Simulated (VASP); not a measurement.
Level of theory: PBE GGA, VASP's PBE PAW potentials (set 64) (plane waves; VASP).

A VASP calculation is set up with these files.

**INCAR**
```
# general
SYSTEM =CdF2
PREC   =Accurate
ENCUT  =400
LREAL  =.False.
LASPH  =.True.
NBANDS =15

# electronic loop
EDIFF  =1E-6
NELM   =100
ALGO   =Normal
LMAXMIX=4

# smearing
ISMEAR =-1
SIGMA  =0.05

# functional
GGA    =PE

# ions
ISIF   =2

# output
LWAVE  =.False.
LCHARG =.False.
```

### KPOINTS
```
Automatic mesh
0
Gamma
7 7 7
0 0 0
```

POSCAR:
```
CdF2
1
    0.0000000000     2.7059210000     2.7059210000
    2.7059210000     0.0000000000     2.7059210000
    2.7059210000     2.7059210000     0.0000000000
Cd F
1 2
Direct
  0.0000000000   0.0000000000   0.0000000000
  0.2500000000   0.2500000000   0.2500000000
  0.7500000000   0.7500000000   0.7500000000
```

POTCAR, in this order: Cd F (PBE.64 set). Program: vasp_std.

The run wrote:

### OSZICAR
```
       N       E                     dE             d eps       ncg     rms          rms(c)
DAV:   1     0.185934922386E+03    0.18593E+03   -0.14086E+04   616   0.143E+03
DAV:   2    -0.526840800089E+01   -0.19120E+03   -0.18901E+03   712   0.395E+02
DAV:   3    -0.125252911199E+02   -0.72569E+01   -0.72497E+01   656   0.895E+01
DAV:   4    -0.125605564675E+02   -0.35265E-01   -0.35263E-01   705   0.599E+00
DAV:   5    -0.125607056308E+02   -0.14916E-03   -0.14916E-03   642   0.345E-01    0.102E+01
DAV:   6    -0.109066859433E+02    0.16540E+01   -0.63889E+00   780   0.477E+01    0.755E+00
DAV:   7    -0.109282545652E+02   -0.21569E-01   -0.73343E-01   600   0.971E+00    0.433E+00
DAV:   8    -0.109156518667E+02    0.12603E-01   -0.14385E-01   663   0.421E+00    0.622E-01
DAV:   9    -0.109084870795E+02    0.71648E-02   -0.39496E-02   677   0.261E+00    0.912E-02
DAV:  10    -0.109090806664E+02   -0.59359E-03   -0.27221E-03   614   0.727E-01    0.110E-01
DAV:  11    -0.109091578667E+02   -0.77200E-04   -0.12925E-04   705   0.169E-01    0.358E-02
DAV:  12    -0.109091735708E+02   -0.15704E-04   -0.50175E-05   642   0.725E-02    0.124E-02
DAV:  13    -0.109091749007E+02   -0.13298E-05   -0.68602E-06   677   0.245E-02    0.422E-03
DAV:  14    -0.109091746261E+02    0.27456E-06   -0.11069E-06   461   0.177E-02
   1 F= -.10909175E+02 E0= -.10909175E+02  d E =-.275492E-10
```

File OUTCAR:
```
------------------------ aborting loop because EDIFF is reached ----------------------------------------
  FORCE on cell =-STRESS in cart. coord.  units (eV):
  Direction    XX          YY          ZZ          XY          YZ          ZX
  --------------------------------------------------------------------------------------
  Total       -1.2297571     -1.2297571     -1.2297571     -0.0000000     -0.0000000      0.0000000
  in kB      -49.7226876    -49.7226876    -49.7226876     -0.0000000     -0.0000000      0.0000000
  external PRESSURE =     -49.7226876 kB  Pullay stress =       0.0000000 kB
  volume of cell :       39.63
      direct lattice vectors                 reciprocal lattice vectors
     0.000000000  2.705921000  2.705921000    -0.184779970  0.184779970  0.184779970
     2.705921000  0.000000000  2.705921000     0.184779970 -0.184779970  0.184779970
     2.705921000  2.705921000  0.000000000     0.184779970  0.184779970 -0.184779970
 POSITION                                       TOTAL-FORCE (eV/Angst)
 -----------------------------------------------------------------------------------
      0.00000      0.00000      0.00000        -0.000000      0.000000     -0.000000
      1.35296      1.35296      1.35296        -0.000000     -0.000000      0.000000
      4.05888      4.05888      4.05888         0.000000      0.000000     -0.000000
 -----------------------------------------------------------------------------------
    total drift:                                0.000000      0.000000      0.000000
  FREE ENERGIE OF THE ION-ELECTRON SYSTEM (eV)
  ---------------------------------------------------
  free  energy   TOTEN  =       -10.9091746261 eV

  energy  without entropy=      -10.9091746261  energy(sigma->0) =      -10.90917463
```
(Selected blocks of OUTCAR.)

File OUTCAR:
```
 val. band max:       -1.4970405451   @ k =  -0.2857   0.4286   0.1429

 cond. band min:       1.6062389383   @ k =   0.0000   0.0000   0.0000


 Fermi energy:        -0.3205202562

 k-point     1 :       0.0000    0.0000    0.0000
  band No.  band energies     occupation
      1     -22.1569      2.00000
      2     -21.0903      2.00000
      3      -6.9941      2.00000
      4      -6.9941      2.00000
      5      -6.9941      2.00000
      6      -5.8357      2.00000
      7      -5.8357      2.00000
      8      -2.3764      2.00000
      9      -2.3764      2.00000
     10      -2.3764      2.00000
     11      -1.9445      2.00000
     12      -1.9444      2.00000
     13      -1.9444      2.00000
     14       1.6062      0.00000
     15      11.2319      0.00000

 k-point     2 :       0.1429    0.0000    0.0000
  band No.  band energies     occupation
      1     -22.0946      2.00000
      2     -21.1390      2.00000
      3      -6.9201      2.00000
      4      -6.9201      2.00000
      5      -6.7843      2.00000
      6      -5.8561      2.00000
      7      -5.8561      2.00000
      8      -2.9508      2.00000
      9      -2.5149      2.00000
     10      -2.5149      2.00000
     11      -2.0831      2.00000
     12      -1.9221      2.00000
     13      -1.9221      2.00000
     14       2.3368      0.00000
     15      10.3584      0.00000

 k-point     3 :       0.2857    0.0000    0.0000
  band No.  band energies     occupation
      1     -21.9304      2.00000
      2     -21.2872      2.00000
      3      -6.7679      2.00000
      4      -6.7679      2.00000
      5      -6.2502      2.00000
      6      -5.8589      2.00000
      7      -5.8589      2.00000
      8      -3.7436      2.00000
      9      -2.8558      2.00000
     10      -2.8558      2.00000
     11      -2.7366      2.00000
     12      -1.8745      2.00000
     13      -1.8745      2.00000
     14       3.8805      0.00000
     15       9.0355      0.00000
...
```

At this cut-off the stress carries a Pulay error, which pulls relaxed volumes low.

The structure comes from a computed database's CdF2 entry; how it stands against other phases isn't given here. The cell was not relaxed at this level. The run is one of a series of settings (NBANDS = 15 against the base run), some of them coarse on purpose.
